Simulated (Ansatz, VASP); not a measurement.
**CaAlSiH: VASP beside Ansatz**

One calculation is typed for both programs; each brings its own data sets. How far apart do they land? The cell is taken from a series of runs on this material, whose earlier steps may have relaxed, scaled, displaced or heated it; both programs get it as it stands.

Main program and level: Ansatz 0.2.0; plane waves, with VASP 6.6.1 beside it; dielectric response at PBEsol.

### 1. Set-up

The structure is trigonal, space group P3m1 (No. 156). Conventional cell: a = 4.143 Å, b = 4.143 Å, c = 4.698 Å, α = 90.00°, β = 90.00°, γ = 120.00°. Nearest to Ca lie 3 H at 2.42 Å and 3 Si at 3.14 Å. Al has 1 H at 1.75 Å and 3 Si at 2.45 Å nearest. Si has 3 Al at 2.45 Å and 3 Ca at 3.14 Å nearest. H has 1 Al at 1.75 Å and 3 Ca at 2.42 Å nearest. Farther neighbours are not listed.

### 2. VASP: dielectric response, PBEsol

The response to a field tests empty states and converges slowly with the mesh.

Lines of VASP's logs that name or quote its potential files are left out, and so is its time.

INCAR reads:

```
SYSTEM = CaAlSiH
PREC = Accurate
ENCUT = 400
EDIFF = 1E-08
NELM = 120
ISMEAR = 0
SIGMA = 0.01
LREAL = .FALSE.
ALGO = Normal
GGA = PS
NBANDS = 15
LORBIT = 11
LWAVE = .FALSE.
LCHARG = .FALSE.
ISIF = 2
LEPSILON = .TRUE.
LASPH = .TRUE.
GGA_COMPAT = .FALSE.
KPAR = 2
```

POSCAR reads:

```
CaAlSiH
1.0
    4.1432802295      0.0000000000      0.0000000000
   -2.0716401148      3.5881859337      0.0000000000
    0.0000000000      0.0000000000      4.6982260000
Ca Al Si H
1 1 1 1
Direct
    0.0000000000      0.0000000000      0.9999210000
    0.6666666667      0.3333333333      0.4571120000
    0.3333333333      0.6666666667      0.5658920000
    0.6666666667      0.3333333333      0.0837750000
```

KPOINTS reads:

```
Automatic mesh
0
Gamma
6 6 6
0 0 0
```

PAW data sets: Ca_sv, Al, Si and H (PBE family, release 64).

The run is started by

```bash
$ mpirun -np 2 vasp_std
```

Numbers of over 12 decimals in the logs are rounded to 6 here.

Output:

```text
[banner, memory and clock lines left out]
running    2 mpi-ranks, on    1 nodes
 distrk:  each k-point on    1 cores,    2 groups
 distr:  one band on    1 cores,    1 groups

 POSCAR found type information on POSCAR CaAlSiH
 POSCAR found :  4 types and       4 ions
|                                                                             |
|               ----> ADVICE to this user running VASP <----                  |
|                                                                             |
|     You enforced a specific xc type in the INCAR file but a different       |
|     [... a line on the potential file left out ...]
|     I HOPE YOU KNOW WHAT YOU ARE DOING!                                     |
|                                                                             |

 LDA part: xc-table for (Slater+PW92), standard interpolation
 POSCAR, INCAR and KPOINTS ok, starting setup
 FFT: planning ... GRIDC
 FFT: planning ... GRID_SOFT
 FFT: planning ... GRID
 WAVECAR not read
 entering main loop
       N       E                     dE             d eps       ncg     rms          rms(c)
DAV:   1     0.755141585604E+02    0.75514E+02   -0.69977E+03  1020   0.875E+02
DAV:   2    -0.145331656886E+02   -0.90047E+02   -0.87617E+02  1279   0.217E+02
DAV:   3    -0.172501655721E+02   -0.27170E+01   -0.27059E+01  1670   0.362E+01
DAV:   4    -0.173405954515E+02   -0.90430E-01   -0.90413E-01  1392   0.555E+00
DAV:   5    -0.173417241616E+02   -0.11287E-02   -0.11287E-02  1562   0.640E-01    0.585E+00
DAV:   6    -0.169970518759E+02    0.34467E+00   -0.36291E-01  1377   0.313E+00    0.329E+00
DAV:   7    -0.168994155878E+02    0.97636E-01   -0.36716E-01  1391   0.333E+00    0.622E-01
DAV:   8    -0.168993237154E+02    0.91872E-04   -0.43633E-02  1294   0.119E+00    0.171E-01
DAV:   9    -0.168994577544E+02   -0.13404E-03   -0.15742E-03  1318   0.255E-01    0.853E-02
DAV:  10    -0.168995108706E+02   -0.53116E-04   -0.33011E-04  1397   0.101E-01    0.204E-02
DAV:  11    -0.168995066609E+02    0.42096E-05   -0.33193E-05  1293   0.348E-02    0.878E-03
DAV:  12    -0.168995075122E+02   -0.85125E-06   -0.11811E-05  1335   0.159E-02    0.423E-03
DAV:  13    -0.168995070635E+02    0.44875E-06   -0.19233E-06  1251   0.805E-03    0.169E-03
DAV:  14    -0.168995069753E+02    0.88181E-07   -0.32447E-07  1363   0.311E-03    0.778E-04
DAV:  15    -0.168995069552E+02    0.20123E-07   -0.15416E-08  1008   0.817E-04    0.226E-04
DAV:  16    -0.168995069532E+02    0.19527E-08   -0.37369E-09   643   0.458E-04
   1 F= -.16899507E+02 E0= -.16899507E+02  d E =-.778914E-23
 Linear response reoptimize wavefunctions to high precision
DAV:   1    -0.168995069510E+02    0.22103E-08   -0.94248E-10   993   0.192E-04
DAV:   2    -0.168995069510E+02   -0.41609E-10   -0.78103E-11   580   0.570E-05
 Linear response G [H, r] |phi>, progress :
  Direction:   1
       N       E                     dE             d eps       ncg     rms
RMM:   1    -0.651984400062E+02   -0.65198E+02    0.73031E+02  1812   0.169E+02
RMM:   2    -0.624491765629E+02    0.27493E+01   -0.15755E+01  1998   0.256E+01
RMM:   3    -0.630302342315E+02   -0.58106E+00   -0.39392E+00  2479   0.852E+00
RMM:   4    -0.630914035416E+02   -0.61169E-01   -0.10661E+00  2625   0.325E+00
RMM:   5    -0.631144108205E+02   -0.23007E-01   -0.22236E-01  2542   0.143E+00
RMM:   6    -0.631207435500E+02   -0.63327E-02   -0.56351E-02  2635   0.670E-01
RMM:   7    -0.631218187965E+02   -0.10752E-02   -0.44225E-02  2650   0.335E-01
RMM:   8    -0.631216053640E+02    0.21343E-03   -0.96245E-03  2650   0.176E-01
RMM:   9    -0.631215354596E+02    0.69904E-04   -0.94281E-03  2623   0.911E-02
RMM:  10    -0.631212321711E+02    0.30329E-03   -0.52861E-04  2603   0.479E-02
RMM:  11    -0.631212500629E+02   -0.17892E-04   -0.30761E-03  2544   0.259E-02
RMM:  12    -0.631211162398E+02    0.13382E-03    0.70387E-05  2490   0.143E-02
RMM:  13    -0.631211314113E+02   -0.15172E-04   -0.11940E-03  2432   0.807E-03
RMM:  14    -0.631210709886E+02    0.60423E-04    0.48495E-05  2392   0.466E-03
RMM:  15    -0.631210882762E+02   -0.17288E-04   -0.64217E-04  2259   0.264E-03
RMM:  16    -0.631210643816E+02    0.23895E-04   -0.19365E-06  2168   0.155E-03
RMM:  17    -0.631210687755E+02   -0.43938E-05   -0.14905E-04  2099   0.938E-04
RMM:  18    -0.631210601272E+02    0.86482E-05   -0.40131E-05  2006   0.572E-04
RMM:  19    -0.631210620663E+02   -0.19391E-05   -0.54301E-05  1859   0.356E-04
RMM:  20    -0.631210587269E+02    0.33394E-05   -0.15319E-05  1736   0.234E-04
RMM:  21    -0.631210595391E+02   -0.81219E-06   -0.22324E-05  1640   0.162E-04
RMM:  22    -0.631210580599E+02    0.14792E-05   -0.69147E-06  1526   0.119E-04
RMM:  23    -0.631210584777E+02   -0.41774E-06   -0.10148E-05  1426   0.943E-05
RMM:  24    -0.631210577983E+02    0.67935E-06   -0.26895E-06  1353   0.801E-05
[...]
RMM:  22    -0.348831660670E+01   -0.60030E-09   -0.23764E-07  1199   0.646E-05
RMM:  23    -0.348831660473E+01    0.19707E-08   -0.21794E-07  1157   0.575E-05
RMM:  24    -0.348831660430E+01    0.43268E-09   -0.85944E-08  1113   0.531E-05
 change of polarisation eV/A/(eV/A) component  2 :    -1.715     6.977     0.778
 dielectric tensor                  component  2 :    -4.442    19.074     2.015
 Linear response to external field (no local field effect), progress :
  Direction:   3
[...]
RMM:   4    -0.333753421181E+01   -0.71401E-01   -0.16820E-01  7608   0.174E+00    0.308E-01
RMM:   5    -0.338524715942E+01   -0.47713E-01   -0.28082E-02  8105   0.645E-01    0.575E-02
RMM:   6    -0.338764133977E+01   -0.23942E-02   -0.74675E-03  8502   0.249E-01    0.423E-02
RMM:   7    -0.338980467647E+01   -0.21633E-02   -0.30985E-03  8317   0.143E-01    0.168E-02
RMM:   8    -0.338965821983E+01    0.14646E-03   -0.90696E-04  8444   0.775E-02    0.623E-03
RMM:   9    -0.338976805660E+01   -0.10984E-03   -0.30142E-04  8797   0.421E-02    0.204E-03
RMM:  10    -0.338979944700E+01   -0.31390E-04   -0.13964E-04  8982   0.221E-02    0.186E-03
RMM:  11    -0.338979599403E+01    0.34530E-05   -0.64387E-05  8389   0.126E-02    0.333E-04
RMM:  12    -0.338980640034E+01   -0.10406E-04   -0.49290E-05  8959   0.717E-03    0.228E-04
RMM:  13    -0.338980385615E+01    0.25442E-05   -0.22597E-05  8988   0.409E-03    0.722E-05
RMM:  14    -0.338980391212E+01   -0.55973E-07   -0.24757E-06  8707   0.244E-03    0.103E-04
RMM:  15    -0.338980341646E+01    0.49566E-06   -0.92404E-06  8455   0.150E-03    0.439E-05
RMM:  16    -0.338980151789E+01    0.18986E-05   -0.30831E-06  8162   0.961E-04    0.700E-05
RMM:  17    -0.338980222633E+01   -0.70844E-06   -0.21075E-06  7928   0.611E-04    0.439E-05
RMM:  18    -0.338980188465E+01    0.34168E-06   -0.27272E-07  7508   0.371E-04    0.226E-05
RMM:  19    -0.338980171279E+01    0.17186E-06   -0.13100E-06  6356   0.234E-04    0.150E-05
RMM:  20    -0.338980159526E+01    0.11753E-06   -0.23369E-07  5173   0.154E-04    0.201E-05
RMM:  21    -0.338980142037E+01    0.17489E-06   -0.17014E-07  5297   0.118E-04    0.977E-06
 change of polarisation eV/A/(eV/A) component  1 :     6.396    -0.000    -0.000
 dielectric tensor                  component  1 :    17.571    -0.001    -0.000
 Linear response to external field, progress :
  Direction:   2
       N       E                     dE             d eps       ncg     rms          rms(c)
RMM:   1    -0.310963122968E+01   -0.31096E+01   -0.15988E+01  4495   0.785E+00
RMM:   2    -0.339299265324E+01   -0.28336E+00   -0.32325E-01  4272   0.192E+00    0.211E+00
RMM:   3    -0.326611258094E+01    0.12688E+00   -0.26866E-01  4476   0.200E+00    0.112E+00
RMM:   4    -0.333796828479E+01   -0.71856E-01   -0.17252E-01  4610   0.174E+00    0.308E-01
RMM:   5    -0.338516991190E+01   -0.47202E-01   -0.26818E-02  4922   0.646E-01    0.578E-02
RMM:   6    -0.338764149273E+01   -0.24716E-02   -0.74667E-03  5209   0.248E-01    0.428E-02
RMM:   7    -0.338986960413E+01   -0.22281E-02   -0.27228E-03  5076   0.142E-01    0.172E-02
RMM:   8    -0.338967678671E+01    0.19282E-03   -0.86816E-04  5162   0.760E-02    0.612E-03
RMM:   9    -0.338978786642E+01   -0.11108E-03   -0.60877E-04  5379   0.408E-02    0.215E-03
RMM:  10    -0.338981283083E+01   -0.24964E-04   -0.95173E-05  5478   0.211E-02    0.143E-03
RMM:  11    -0.338981062507E+01    0.22058E-05   -0.33166E-05  5369   0.112E-02    0.603E-04
RMM:  12    -0.338981903878E+01   -0.84137E-05   -0.30250E-05  5305   0.660E-03    0.261E-04
RMM:  13    -0.338981709078E+01    0.19480E-05   -0.26401E-05  5563   0.365E-03    0.108E-04
RMM:  14    -0.338981582456E+01    0.12662E-05    0.14343E-06  5436   0.212E-03    0.622E-05
RMM:  15    -0.338981576356E+01    0.61000E-07   -0.10493E-05  5382   0.124E-03    0.394E-05
RMM:  16    -0.338981485614E+01    0.90742E-06   -0.83216E-07  4762   0.837E-04    0.720E-05
RMM:  17    -0.338981537441E+01   -0.51827E-06   -0.21227E-06  4667   0.515E-04    0.296E-05
RMM:  18    -0.338981511710E+01    0.25731E-06   -0.14989E-06  4270   0.307E-04    0.131E-05
RMM:  19    -0.338981505060E+01    0.66492E-07   -0.83615E-07  3519   0.195E-04    0.145E-05
RMM:  20    -0.338981486816E+01    0.18245E-06    0.20012E-07  3048   0.135E-04    0.157E-05
RMM:  21    -0.338981457028E+01    0.29787E-06   -0.57776E-07  3344   0.115E-04    0.801E-06
 change of polarisation eV/A/(eV/A) component  2 :    -1.648     6.396     0.001
 dielectric tensor                  component  2 :    -4.270    17.571     0.001
 Linear response to external field, progress :
  Direction:   3
       N       E                     dE             d eps       ncg     rms          rms(c)
RMM:   1    -0.237629614520E+01   -0.23763E+01   -0.11328E+01  2236   0.731E+00
RMM:   2    -0.264896385390E+01   -0.27267E+00   -0.26262E-01  2065   0.174E+00    0.189E+00
RMM:   3    -0.248049139261E+01    0.16847E+00   -0.38150E-01  2122   0.221E+00    0.969E-01
RMM:   4    -0.252765399712E+01   -0.47163E-01   -0.19389E-01  2236   0.174E+00    0.374E-01
RMM:   5    -0.257830032671E+01   -0.50646E-01   -0.27416E-02  2284   0.743E-01    0.894E-02
RMM:   6    -0.258807207036E+01   -0.97717E-02   -0.10391E-02  2403   0.328E-01    0.511E-02
RMM:   7    -0.258946987784E+01   -0.13978E-02   -0.53221E-03  2376   0.171E-01    0.200E-02
RMM:   8    -0.259001344353E+01   -0.54357E-03   -0.20440E-03  2520   0.850E-02    0.538E-03
RMM:   9    -0.259016841434E+01   -0.15497E-03   -0.10351E-03  2528   0.447E-02    0.377E-03
RMM:  10    -0.259025044606E+01   -0.82032E-04   -0.40820E-04  2564   0.240E-02    0.224E-03
RMM:  11    -0.259023191960E+01    0.18526E-04   -0.24922E-04  2517   0.151E-02    0.156E-03
RMM:  12    -0.259020381322E+01    0.28106E-04   -0.13226E-04  2606   0.885E-03    0.119E-03
RMM:  13    -0.259022695226E+01   -0.23139E-04   -0.73944E-05  2333   0.624E-03    0.621E-04
RMM:  14    -0.259021764117E+01    0.93111E-05   -0.48630E-05  2467   0.348E-03    0.317E-04
[...]
RMM:  20    -0.259022352729E+01   -0.14590E-05   -0.20566E-06  2125   0.264E-04    0.206E-04
RMM:  21    -0.259022524955E+01   -0.17223E-05   -0.60729E-07  2134   0.223E-04    0.111E-04
RMM:  22    -0.259022558067E+01   -0.33113E-06   -0.78402E-07  1484   0.113E-04    0.970E-05
RMM:  23    -0.259022582298E+01   -0.24231E-06   -0.20684E-07  1363   0.889E-05    0.816E-05
RMM:  24    -0.259022642012E+01   -0.59714E-06   -0.23905E-07  1635   0.951E-05    0.429E-05
RMM:  25    -0.259022665168E+01   -0.23156E-06   -0.50872E-08  1194   0.653E-05    0.272E-05
RMM:  26    -0.259022690556E+01   -0.25388E-06   -0.17307E-08  1241   0.613E-05    0.102E-05
RMM:  27    -0.259022694808E+01   -0.42521E-07    0.40937E-08   974   0.519E-05    0.493E-06
 change of polarisation eV/A/(eV/A) component  3 :    -0.036     0.755     4.862
 dielectric tensor                  component  3 :    -0.094     1.956    13.597
 Born effective charges drift removed
```

Parts of OUTCAR (step 2):

```text
ion  position               nearest neighbor table
   1  0.000  0.000  1.000-   3 3.14   3 3.14   3 3.14   2 3.21   2 3.21   2 3.21
   2  0.667  0.333  0.457-   4 1.75   3 2.45   3 2.45   3 2.45   1 3.21   1 3.21   1 3.21
   3  0.333  0.667  0.566-   2 2.45   2 2.45   2 2.45   1 3.14   1 3.14   1 3.14
   4  0.667  0.333  0.084-   2 1.75

  LATTYP: Found a hexagonal cell.
 ALAT       =     4.1432802295
 C/A-ratio  =     1.1339387490

 Subroutine GETGRP returns: Found  6 space group operations
 (whereof  6 operations were pure point group operations)

The static configuration has the point symmetry C_3v.

 Found     34 irreducible k-points:

   k-points           NKPTS =     34   k-points in BZ     NKDIM =     34   number of bands    NBANDS=     15

   dimension x,y,z NGX =    28 NGY =   28 NGZ =   32
   dimension x,y,z NGXF=    56 NGYF=   56 NGZF=   64

   ENCUT  =  400.0 eV  29.40 Ry    5.42 a.u.   6.76  6.76  7.66*2*pi/ulx,y,z

   NELECT =      18.0000    total number of electrons

 k-points in reciprocal lattice and weights: Automatic mesh
   0.00000000  0.00000000  0.00000000       0.005
   0.16666667 -0.00000000  0.00000000       0.028
   0.33333333  0.00000000  0.00000000       0.028
   0.50000000  0.00000000  0.00000000       0.014
   0.16666667  0.16666667  0.00000000       0.028
   0.33333333  0.16666667  0.00000000       0.056
   0.33333333  0.33333333  0.00000000       0.009
   0.00000000  0.00000000  0.16666667       0.009
   0.16666667 -0.00000000  0.16666667       0.028
[...]
0.33333333  0.16666667  0.50000000       0.056
   0.33333333  0.33333333  0.50000000       0.009

 average (electrostatic) potential at core
       1 -44.9211       2 -75.1873       3 -83.5770       4 -31.2233

  Total       -0.7174809     -0.7174809     -0.8182321      0.0000000      0.0000000     -0.0000000
  in kB      -16.4576471    -16.4576471    -18.7686889      0.0000000      0.0000000     -0.0000000
  external PRESSURE =     -17.2279944 kB  Pullay stress =       0.0000000 kB

  energy-cutoff  :      400.00
  volume of cell :       69.85
      direct lattice vectors                 reciprocal lattice vectors
     4.143280230  0.000000000  0.000000000     0.241354662  0.139346179  0.000000000
    -2.071640115  3.588185934  0.000000000     0.000000000  0.278692358  0.000000000
     0.000000000  0.000000000  4.698226000     0.000000000  0.000000000  0.212846296

 POSITION                                       TOTAL-FORCE (eV/Angst)
 -----------------------------------------------------------------------------------
      0.00000      0.00000      4.69785        -0.000000     -0.000000     -0.001528
      2.07164      1.19606      2.14762        -0.000000     -0.000000      0.065573
     -0.00000      2.39212      2.65869         0.000000      0.000000      0.001910
      2.07164      1.19606      0.39359         0.000000     -0.000000     -0.065954
 -----------------------------------------------------------------------------------
    total drift:                                0.000000     -0.000000     -0.000031

 MACROSCOPIC STATIC DIELECTRIC TENSOR (including local field effects in DFT)
 ------------------------------------------------------
          17.570899    -0.000000     0.000000
          -0.000000    17.570899     0.000000
           0.000000     0.000000    13.596684
 ------------------------------------------------------

 PIEZOELECTRIC TENSOR (including local field effects)  for field in x, y, z        (C/m^2)
          XX          YY          ZZ          XY          YZ          ZX
  --------------------------------------------------------------------------------
  x     0.00000    -0.00000    -0.00000    -0.21705     0.00000    -0.05243
  y    -0.21705     0.21705     0.00000    -0.00000    -0.05243     0.00000
  z    -0.14421    -0.14421     0.00705     0.00000     0.00000    -0.00000

 BORN EFFECTIVE CHARGES (including local field effects) (in |e|, cummulative output)
 ---------------------------------------------------------------------------------
 ion    1
    1     2.34239    -0.00000    -0.00000
    2    -0.00000     2.34239     0.00000
    3     0.00000     0.00000     2.44496
 ion    2
    1     2.11243    -0.00000     0.00000
    2    -0.00000     2.11243     0.00000
    3     0.00000     0.00000     1.39556
 ion    3
    1    -3.18653     0.00000    -0.00000
    2     0.00000    -3.18653     0.00000
    3     0.00000    -0.00000    -2.19769
 ion    4
    1    -1.26830     0.00000    -0.00000
    2     0.00000    -1.26830     0.00000
    3     0.00000     0.00000    -1.64283
```

(Continued in part 2 of 2.)

[Lines on the potential files, build, host, timing and source positions are cut from VASP's logs without a mark.]

[Logs are printed without paths, hosts, clocks, repeated set-up lines and the standing remarks that a program may print on its own settings, such as how far it seeks lower states.]

[Hosts, paths, dates, database ids (printed as entryN), source tags and the programs' standing remarks are cut or masked in the printed files.]
